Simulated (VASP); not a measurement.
Here is the system:

```
Cs
1.0
   -3.06077     3.06077     3.06077
    3.06077    -3.06077     3.06077
    3.06077     3.06077    -3.06077
Cs
1
Direct
  0.00000   0.00000   0.00000
```

All values below come from PBEsol GGA, VASP's PBE PAW potentials (set 64) (plane waves; VASP). Settings: 520 eV cut-off, 9×9×9 Γ-centred mesh, first-order Methfessel-Paxton smearing of 0.10 eV, potentials Cs_sv.

Unless said otherwise, spin-orbit coupling is left out, though it shifts the bands of the heavy elements here.

Problem. Predict the energy per atom (σ→0), band gap (on the k-mesh) with the smallest direct gap where there is one.

Solution. 
The band gap (on the k-mesh) comes out as none (metal, semimetal or under 0.01 eV). The energy per atom (σ→0) is -0.942 eV/atom.

Total energies compare only between runs with the same potentials, cut-off and functional.

The compound is Cs in the bcc structure. This cell is one point of a volume scan, at 1.06 of the reference volume.
